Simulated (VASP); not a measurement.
Method: PBEsol GGA, VASP's PBE PAW potentials (set 64) (plane waves; VASP).

A VASP calculation is set up with these files.

**INCAR**
```
# general
SYSTEM  = Cs2AgBiBr6
PREC    = Accurate
ENCUT   = 400   # plane-wave cut-off (eV)
LREAL   = .FALSE.   # projection in real space or not
LASPH   = .TRUE.   # aspherical one-centre terms
NBANDS  = 153

# electronic loop
EDIFF   = 1E-7   # SCF stop (eV)
NELM    = 100   # most electronic steps
ALGO    = Normal
LMAXMIX = 4   # l cut-off of mixed one-centre charges

# smearing
ISMEAR  = 0
SIGMA   = 0.01

# functional
GGA     = PS   # PBEsol

# output
LWAVE   = .FALSE.
LCHARG  = .FALSE.
NEDOS   = 1001   # DOS grid

# other
LOPTICS = .TRUE.
CSHIFT  = 0.1
```

**POSCAR**
```
Cs2AgBiBr6
1
    0.0000000000     5.5922951328     5.5922951328
    5.5922951328    -0.0000000000     5.5922951328
    5.5922951328     5.5922951328     0.0000000000
Cs Ag Bi Br
2 1 1 6
Direct
  0.7500000000   0.7500000000   0.7500000000
  0.2500000000   0.2500000000   0.2500000000
  0.5000000000   0.5000000000   0.5000000000
  0.0000000000   0.0000000000   1.0000000000
  0.7462342722   0.2537657278   0.2537657278
  0.2537657278   0.7462342722   0.7462342722
  0.2537657278   0.7462342722   0.2537657278
  0.7462342722   0.2537657278   0.7462342722
  0.2537657278   0.2537657278   0.7462342722
  0.7462342722   0.7462342722   0.2537657278
```

### KPOINTS
```
kpoints
0
gamma
  6 6 6
0 0 0
```

POTCAR, in this order: Cs_sv Ag Bi_d Br (PBE.64 set). Program: vasp_std.

The dielectric response may not be converged in the k-mesh; for small gaps it tends to come out too large. Unless said otherwise, spin-orbit coupling is left out, though it shifts the bands of the heavy elements here.

Q: Estimate the energy per atom (σ→0), band gap (on the k-mesh).

A: 
The energy per atom (σ→0) is -3.183 eV/atom and the band gap (on the k-mesh) comes out as 1.10 eV.

### OSZICAR
```
...
DAV:  10    -0.318276204154E+02   -0.29587E-03   -0.29333E-04  6232   0.329E-02    0.743E-02
DAV:  11    -0.318277695174E+02   -0.14910E-03   -0.15710E-04  5592   0.229E-02    0.132E-02
DAV:  12    -0.318277859337E+02   -0.16416E-04   -0.18420E-05  5760   0.790E-03    0.776E-03
DAV:  13    -0.318277879896E+02   -0.20558E-05   -0.22728E-06  5600   0.264E-03    0.247E-03
DAV:  14    -0.318277884075E+02   -0.41791E-06   -0.46885E-07  5568   0.154E-03    0.820E-04
DAV:  15    -0.318277884511E+02   -0.43613E-07   -0.62099E-08  5304   0.467E-04
   1 F= -.31827788E+02 E0= -.31827788E+02  d E =-.401523E-11
 imaginary and real dielectric function
```

The structure comes from a computed database's Cs2AgBiBr6 entry (Fm-3m); how it stands against other phases isn't given here. It was relaxed first, which changed the volume by -8 %.
